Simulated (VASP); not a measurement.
# ScAl3: how cutoff and mesh change the relaxed cell

How far does the relaxed cell of ScAl3 depend on cutoff and k mesh? The starting structure is a computed structure from the Materials Project. The first relaxation on each setting starts from this cell expanded by 3 % in volume.

Program: VASP 6.6.1. Level of theory: Kohn-Sham DFT with plane waves and PAW; PBEsol. Results are calculated unless marked as measured.

## Step 1: The structure

The structure is cubic, space group Pm-3m (No. 221). Conventional cell: a = 4.088 Å, b = 4.088 Å, c = 4.088 Å, α = 90.00°, β = 90.00°, γ = 90.00°. Sc has 12 Al at 2.89 Å nearest. Al has 8 Al at 2.89 Å and 4 Sc at 2.89 Å nearest. Farther neighbours are not listed.

Coordinates:

```cif
data_structure
_symmetry_space_group_name_H-M 'Pm-3m'
_symmetry_Int_Tables_number 221
_cell_length_a 4.0878
_cell_length_b 4.0878
_cell_length_c 4.0878
_cell_angle_alpha 90.000
_cell_angle_beta 90.000
_cell_angle_gamma 90.000
_cell_volume 68.31
loop_
_atom_site_label
_atom_site_type_symbol
_atom_site_symmetry_multiplicity
_atom_site_Wyckoff_symbol
_atom_site_fract_x
_atom_site_fract_y
_atom_site_fract_z
_atom_site_occupancy
Sc1 Sc 1 a 0.00000 0.00000 0.00000 1
Al1 Al 3 c 0.50000 0.50000 0.00000 1
```

## Step 2: Reference relaxation

This run starts from the cell of an earlier relaxation, which isn't shown; the restart sets up the plane waves anew.

Contents of INCAR:

```
SYSTEM = ScAl3
PREC = Accurate
ENCUT = 450
EDIFF = 1E-06
NELM = 100
ISMEAR = 1
SIGMA = 0.15
LREAL = .FALSE.
ALGO = Normal
GGA = PS
NBANDS = 16
LORBIT = 11
LWAVE = .FALSE.
LCHARG = .FALSE.
KPAR = 4
IBRION = 2
NSW = 50
ISIF = 3
EDIFFG = -0.006
```

Contents of POSCAR:

```
ScAl3
1.0
    4.0723277651      0.0000000000      0.0000000000
    0.0000000000      4.0723277651      0.0000000000
    0.0000000000      0.0000000000      4.0723277651
Sc Al
1 3
Direct
    0.0000000000      0.0000000000      0.0000000000
    0.5000000000      0.5000000000      0.0000000000
    0.0000000000      0.5000000000      0.5000000000
    0.5000000000      0.0000000000      0.5000000000
```

Contents of KPOINTS:

```
Automatic mesh
0
Gamma
10 10 10
0 0 0
```

PAW data sets: Sc_sv and Al (PBE family, release 64).

Run with:

```
> mpirun -np 4 vasp_std
```

The log of the run:

```text
[banner, memory and clock lines left out]
running    4 mpi-ranks, on    1 nodes
 distrk:  each k-point on    1 cores,    4 groups
 distr:  one band on    1 cores,    1 groups

 POSCAR found type information on POSCAR ScAl
 POSCAR found :  2 types and       4 ions
|                                                                             |
|               ----> ADVICE to this user running VASP <----                  |
|                                                                             |
|     You enforced a specific xc type in the INCAR file but a different       |
|     [... a line on the potential file left out ...]
|     I HOPE YOU KNOW WHAT YOU ARE DOING!                                     |
|                                                                             |

 LDA part: xc-table for (Slater+PW92), standard interpolation
 POSCAR, INCAR and KPOINTS ok, starting setup
 FFT: planning ... GRIDC
 FFT: planning ... GRID_SOFT
 FFT: planning ... GRID
 WAVECAR not read
 entering main loop
       N       E                     dE             d eps       ncg     rms          rms(c)
DAV:   1     0.944363768426E+02    0.94436E+02   -0.77926E+03  1808   0.102E+03
DAV:   2    -0.170309313221E+02   -0.11147E+03   -0.10942E+03  1800   0.296E+02
DAV:   3    -0.217240556941E+02   -0.46931E+01   -0.45896E+01  2752   0.542E+01
DAV:   4    -0.218082298618E+02   -0.84174E-01   -0.84151E-01  2312   0.804E+00
DAV:   5    -0.218102335976E+02   -0.20037E-02   -0.20037E-02  2768   0.115E+00    0.941E+00
DAV:   6    -0.208475592793E+02    0.96267E+00   -0.43833E+00  2912   0.226E+01    0.337E+00
DAV:   7    -0.207895382081E+02    0.58021E-01   -0.10621E-01  2336   0.248E+00    0.190E+00
DAV:   8    -0.207629221987E+02    0.26616E-01   -0.39268E-02  2896   0.159E+00    0.257E-01
DAV:   9    -0.207624752876E+02    0.44691E-03   -0.35465E-03  2344   0.679E-01    0.136E-01
DAV:  10    -0.207623803761E+02    0.94911E-04   -0.32807E-04  3024   0.195E-01    0.840E-02
DAV:  11    -0.207623869355E+02   -0.65594E-05   -0.35325E-05  2904   0.416E-02    0.535E-02
DAV:  12    -0.207623717611E+02    0.15174E-04   -0.10927E-04  2936   0.113E-01    0.346E-03
DAV:  13    -0.207623716023E+02    0.15881E-06   -0.29397E-06  1936   0.189E-02
   1 F= -.20762372E+02 E0= -.20763142E+02  d E =-.207624E+02
 curvature:   0.00 expect dE= 0.000E+00 dE for cont linesearch  0.000E+00
 trial: gam= 0.00000 g(F)=  0.000E+00 g(S)=  0.812E-08 ort = 0.000E+00 (trialstep = 0.100E+01)
 search vector abs. value=  0.822E-08
 reached required accuracy - stopping structural energy minimisation
```

Elapsed: 12 s, on 4 MPI ranks of AMD EPYC 7R43, shared host; peak memory 0.6 GiB; 44 s of CPU time.

The logs omit lines about the potential files and the build; timing stands in the text.

From OUTCAR (step 2):

```text
ion  position               nearest neighbor table
   1  0.000  0.000  0.000-   2 2.88   3 2.88   4 2.88   3 2.88   4 2.88   2 2.88   3 2.88   3 2.88
                             2 2.88   4 2.88   4 2.88   2 2.88
   2  0.500  0.500  0.000-   1 2.88   3 2.88   4 2.88   3 2.88   4 2.88   1 2.88   4 2.88   4 2.88
                             1 2.88   3 2.88   3 2.88   1 2.88
   3  0.000  0.500  0.500-   1 2.88   2 2.88   4 2.88   1 2.88   2 2.88   1 2.88   4 2.88   1 2.88
                             2 2.88   4 2.88   2 2.88   4 2.88
   4  0.500  0.000  0.500-   1 2.88   2 2.88   3 2.88   1 2.88   2 2.88   2 2.88   3 2.88   2 2.88
                             1 2.88   3 2.88   1 2.88   3 2.88

  LATTYP: Found a simple cubic cell.
 ALAT       =     4.0723277651

 Subroutine GETGRP returns: Found 48 space group operations
 (whereof 48 operations were pure point group operations)

The static configuration has the point symmetry O_h .

 Found     56 irreducible k-points:

   k-points           NKPTS =     56   k-points in BZ     NKDIM =     56   number of bands    NBANDS=     16

   dimension x,y,z NGX =    28 NGY =   28 NGZ =   28
   dimension x,y,z NGXF=    56 NGYF=   56 NGZF=   56

   ENCUT  =  450.0 eV  33.07 Ry    5.75 a.u.   7.04  7.04  7.04*2*pi/ulx,y,z

   NELECT =      20.0000    total number of electrons

 k-points in reciprocal lattice and weights: Automatic mesh
   0.00000000  0.00000000  0.00000000       0.001
   0.10000000  0.00000000  0.00000000       0.006
   0.20000000  0.00000000  0.00000000       0.006
   0.30000000  0.00000000  0.00000000       0.006
   0.40000000  0.00000000  0.00000000       0.006
   0.50000000  0.00000000  0.00000000       0.003
   0.10000000  0.10000000  0.00000000       0.012
   0.20000000  0.10000000  0.00000000       0.024
   0.30000000  0.10000000  0.00000000       0.024
[...]
0.50000000  0.50000000  0.40000000       0.006
   0.50000000  0.50000000  0.50000000       0.001

 average (electrostatic) potential at core
       1 -42.8419       2 -72.7128       3 -72.7128       4 -72.7128

 E-fermi :   7.3198

 k-point     1 :       0.0000    0.0000    0.0000
  band No.  band energies     occupation
    ...
      6       4.6660      2.00000
      7       4.6660      2.00000
      8       5.4964      2.00000
      9       5.4964      2.00000
     10       5.4964      2.00000
     11       8.5230     -0.00000
     12       8.6103     -0.00000
     13       8.6103     -0.00000
     14       8.6103     -0.00000
     15      12.1876      0.00000
    ...

 k-point     2 :       0.1000    0.0000    0.0000
  band No.  band energies     occupation
    ...
      6       3.8964      2.00000
      7       4.7383      2.00000
      8       5.5062      2.00000
      9       5.5062      2.00000
     10       6.0106      2.00000
     11       8.5568     -0.00000
     12       8.5568     -0.00000
     13       8.6400     -0.00000
     14       8.9163     -0.00000
     15      11.3681      0.00000
    ...

 k-point     3 :       0.2000    0.0000    0.0000
  band No.  band energies     occupation
    ...
      6       2.7384      2.00000
      7       4.9482      2.00000
      8       5.5298      2.00000
      9       5.5298      2.00000
     10       6.6372      2.00000
     11       8.4456     -0.00000
     12       8.4456     -0.00000
     13       8.7204     -0.00000
     14       9.7290     -0.00000
     15      10.3116     -0.00000
    ...

  Total       -0.0004738     -0.0004738     -0.0004738     -0.0000000     -0.0000000     -0.0000000
  in kB       -0.0112401     -0.0112401     -0.0112401     -0.0000000     -0.0000000     -0.0000000
  external PRESSURE =      -0.0112401 kB  Pullay stress =       0.0000000 kB

  energy-cutoff  :      450.00
  volume of cell :       67.53
      direct lattice vectors                 reciprocal lattice vectors
     4.072327765  0.000000000  0.000000000     0.245559802  0.000000000  0.000000000
     0.000000000  4.072327765  0.000000000     0.000000000  0.245559802  0.000000000
     0.000000000  0.000000000  4.072327765     0.000000000  0.000000000  0.245559802

 POSITION                                       TOTAL-FORCE (eV/Angst)
 -----------------------------------------------------------------------------------
      0.00000      0.00000      0.00000         0.000000      0.000000      0.000000
      2.03616      2.03616      0.00000         0.000000      0.000000      0.000000
      0.00000      2.03616      2.03616         0.000000      0.000000      0.000000
      2.03616      0.00000      2.03616         0.000000      0.000000      0.000000
 -----------------------------------------------------------------------------------
    total drift:                               -0.000000     -0.000000     -0.000000

  FREE ENERGIE OF THE ION-ELECTRON SYSTEM (eV)
  ---------------------------------------------------
  free  energy   TOTEN  =       -20.7623716023 eV

  energy  without entropy=      -20.7646825185  energy(sigma->0) =      -20.76314191

 reached required accuracy - stopping structural energy minimisation

 total charge
# of ion       s       p       d       tot
------------------------------------------
    1        2.190   6.146   1.318   9.653
    2        0.417   0.384   0.000   0.800
    3        0.417   0.384   0.000   0.800
    4        0.417   0.384   0.000   0.800
--------------------------------------------------
tot          3.440   7.297   1.318  12.055

[... 3 further parts left out ...]
```

CONTCAR:

```
ScAl3
   1.00000000000000
     4.0723277650999998    0.0000000000000000    0.0000000000000000
     0.0000000000000000    4.0723277650999998    0.0000000000000000
     0.0000000000000000    0.0000000000000000    4.0723277650999998
  Sc              Al
     1     3
Direct
     0.0000000000000000    0.0000000000000000    0.0000000000000000
     0.5000000000000000    0.5000000000000000    0.0000000000000000
     0.0000000000000000    0.5000000000000000    0.5000000000000000
     0.5000000000000000    0.0000000000000000    0.5000000000000000
```

The PAW data sets were made with PBE, which is usual practice but a small mismatch for other functionals. The run keeps the 48 symmetry operations of its start, so it cannot find a distortion of lower symmetry.

The reference relaxation ends at 16.884 Å³ an atom. Pressures at 0.985 and 1.015 times this volume, from two more relaxations that aren't shown, give a bulk modulus of 92.0 GPa.

## Step 3: Relaxation with a cutoff of 240 eV

Against step 2 the input has ENCUT = 240. This run starts from the cell of an earlier relaxation, which isn't shown; the restart sets up the plane waves anew.

Changes to INCAR since step 2:

```diff
@@ -2,3 +2,3 @@
 PREC = Accurate
-ENCUT = 450
+ENCUT = 240
 EDIFF = 1E-06
```

Contents of POSCAR:

```
ScAl3
1.0
    4.0698023562      0.0000000000      0.0000000000
    0.0000000000      4.0698023562      0.0000000000
    0.0000000000      0.0000000000      4.0698023562
Sc Al
1 3
Direct
    0.0000000000      0.0000000000      0.0000000000
    0.5000000000      0.5000000000      0.0000000000
    0.0000000000      0.5000000000      0.5000000000
    0.5000000000      0.0000000000      0.5000000000
```

KPOINTS is that of step 2.

Run with:

```
> mpirun -np 4 vasp_std
```

The log of the run:

```text
[banner, memory and clock lines left out]
running    4 mpi-ranks, on    1 nodes
[...]
[... a notice as in an earlier step ...]

 LDA part: xc-table for (Slater+PW92), standard interpolation
 POSCAR, INCAR and KPOINTS ok, starting setup
[...]
entering main loop
       N       E                     dE             d eps       ncg     rms          rms(c)
DAV:   1     0.477169438006E+02    0.47717E+02   -0.56735E+03  1992   0.620E+02
DAV:   2    -0.195518452832E+02   -0.67269E+02   -0.65861E+02  1936   0.219E+02
DAV:   3    -0.217351779688E+02   -0.21833E+01   -0.21249E+01  2536   0.336E+01
DAV:   4    -0.217746479781E+02   -0.39470E-01   -0.39460E-01  2088   0.547E+00
[...]
DAV:  11    -0.207319126760E+02    0.46076E-05   -0.76776E-06  2232   0.192E-02    0.278E-02
DAV:  12    -0.207319066711E+02    0.60049E-05   -0.39403E-05  2912   0.649E-02    0.276E-03
DAV:  13    -0.207319066303E+02    0.40754E-07   -0.13598E-06  1728   0.116E-02
   1 F= -.20731907E+02 E0= -.20732682E+02  d E =-.207319E+02
[...]
N       E                     dE             d eps       ncg     rms          rms(c)
DAV:   1    -0.207321169387E+02   -0.21027E-03   -0.53381E-03  2240   0.938E-01    0.112E-01
DAV:   2    -0.207319336419E+02    0.18330E-03   -0.12723E-03  2544   0.385E-01    0.214E-02
DAV:   3    -0.207319191944E+02    0.14448E-04   -0.48746E-05  2568   0.468E-02    0.135E-02
DAV:   4    -0.207319151503E+02    0.40441E-05   -0.10544E-05  2232   0.284E-02    0.541E-03
DAV:   5    -0.207319154484E+02   -0.29812E-06   -0.44290E-07  1040   0.686E-03
   2 F= -.20731915E+02 E0= -.20732699E+02  d E =-.881805E-05
 trial-energy change:   -0.000009  1 .order   -0.000009   -0.000044    0.000026
 step:   0.6339(harm=  0.6339)  dis= 0.00000  next Energy=   -20.731921 (dE=-0.140E-04)
 reached required accuracy - stopping structural energy minimisation
```

It took 8 s on 4 MPI ranks; peak memory 0.44 GiB; 30 s of CPU time.

Parts of OUTCAR (step 3):

```text
  Total        0.0202052      0.0202052      0.0202052      0.0000000      0.0000000     -0.0000000
  in kB        0.4808426      0.4808426      0.4808426      0.0000000      0.0000000     -0.0000000
  external PRESSURE =       0.4808426 kB  Pullay stress =       0.0000000 kB

 POSITION                                       TOTAL-FORCE (eV/Angst)
 -----------------------------------------------------------------------------------
      0.00000      0.00000      0.00000        -0.000000      0.000000      0.000000
      2.03404      2.03404      0.00000        -0.000000      0.000000      0.000000
      0.00000      2.03404      2.03404         0.000000     -0.000000      0.000000
      2.03404      0.00000      2.03404        -0.000000     -0.000000      0.000000
 -----------------------------------------------------------------------------------
    total drift:                               -0.000000      0.000000      0.000000

  FREE ENERGIE OF THE ION-ELECTRON SYSTEM (eV)
  ---------------------------------------------------
  free  energy   TOTEN  =       -20.7319154484 eV

  energy  without entropy=      -20.7342663313  energy(sigma->0) =      -20.73269908

[... 2 parts as in an earlier step ...]

[... 2 further parts left out ...]
[key lines of the parts left out:]
E-fermi :   7.3563
```

With a cutoff of 240 eV the cell ends at 16.831 Å³ an atom, -0.31 % from the reference; the bulk modulus is 93.2 GPa against 92.0 GPa.

## Step 4: Relaxation with a 5×5×5 mesh

Against step 2 the input has a 5×5×5 mesh. This run starts from the cell of an earlier relaxation, which isn't shown; the restart sets up the plane waves anew.

Changes to INCAR since step 3:

```diff
@@ -2,3 +2,3 @@
 PREC = Accurate
-ENCUT = 240
+ENCUT = 450
 EDIFF = 1E-06
```

Contents of POSCAR:

```
ScAl3
1.0
    4.0713572683      0.0000000000      0.0000000000
    0.0000000000      4.0713572683      0.0000000000
    0.0000000000      0.0000000000      4.0713572683
Sc Al
1 3
Direct
    0.0000000000      0.0000000000      0.0000000000
    0.5000000000      0.5000000000      0.0000000000
    0.0000000000      0.5000000000      0.5000000000
    0.5000000000      0.0000000000      0.5000000000
```

Contents of KPOINTS:

```
Automatic mesh
0
Gamma
5 5 5
0 0 0
```

Run with:

```
> mpirun -np 4 vasp_std
```

The log of the run:

```text
[... set-up lines as in an earlier step ...]
 entering main loop
       N       E                     dE             d eps       ncg     rms          rms(c)
DAV:   1     0.947739608362E+02    0.94774E+02   -0.77234E+03   320   0.101E+03
DAV:   2    -0.177629025055E+02   -0.11254E+03   -0.11035E+03   336   0.299E+02
DAV:   3    -0.217201739602E+02   -0.39573E+01   -0.38310E+01   472   0.522E+01
DAV:   4    -0.218264030469E+02   -0.10623E+00   -0.10617E+00   416   0.857E+00
[...]
DAV:  11    -0.207747763622E+02    0.14239E-05   -0.15286E-05   448   0.234E-02    0.317E-02
DAV:  12    -0.207747703065E+02    0.60557E-05   -0.40356E-05   520   0.699E-02    0.239E-03
DAV:  13    -0.207747702927E+02    0.13830E-07   -0.12970E-06   296   0.129E-02
   1 F= -.20774770E+02 E0= -.20772944E+02  d E =-.207748E+02
[...]
reached required accuracy - stopping structural energy minimisation
```

Wall time 3.4 s (4 MPI ranks); peak memory 0.48 GiB; 11 s of CPU time.

From OUTCAR (step 4):

```text
  Total       -0.0032059     -0.0032059     -0.0032059      0.0000000      0.0000000      0.0000000
  in kB       -0.0761113     -0.0761113     -0.0761113      0.0000000      0.0000000      0.0000000
  external PRESSURE =      -0.0761113 kB  Pullay stress =       0.0000000 kB

 POSITION                                       TOTAL-FORCE (eV/Angst)
 -----------------------------------------------------------------------------------
      0.00000      0.00000      0.00000         0.000000      0.000000      0.000000
      2.03568      2.03568      0.00000         0.000000      0.000000      0.000000
      0.00000      2.03568      2.03568         0.000000      0.000000      0.000000
      2.03568      0.00000      2.03568         0.000000      0.000000      0.000000
 -----------------------------------------------------------------------------------
    total drift:                               -0.000000     -0.000000     -0.000000

  FREE ENERGIE OF THE ION-ELECTRON SYSTEM (eV)
  ---------------------------------------------------
  free  energy   TOTEN  =       -20.7747702927 eV

  energy  without entropy=      -20.7692900166  energy(sigma->0) =      -20.77294353

[... 1 part as in an earlier step ...]

[... 3 further parts left out ...]
[key lines of the parts left out:]
E-fermi :   7.4420
```

With a 5×5×5 mesh the cell ends at 16.872 Å³ an atom, -0.07 % from the reference; the bulk modulus is 93.2 GPa against 92.0 GPa.

(Part 1 of 2 ends here.)

[Lines on the potential files, build, host, timing and source positions are cut from VASP's logs without a mark.]

[Logs are printed without paths, hosts, clocks, repeated set-up lines and the standing remarks that a program may print on its own settings, such as how far it seeks lower states.]

[Hosts, paths, dates, database ids (printed as entryN), source tags and the programs' standing remarks are cut or masked in the printed files.]
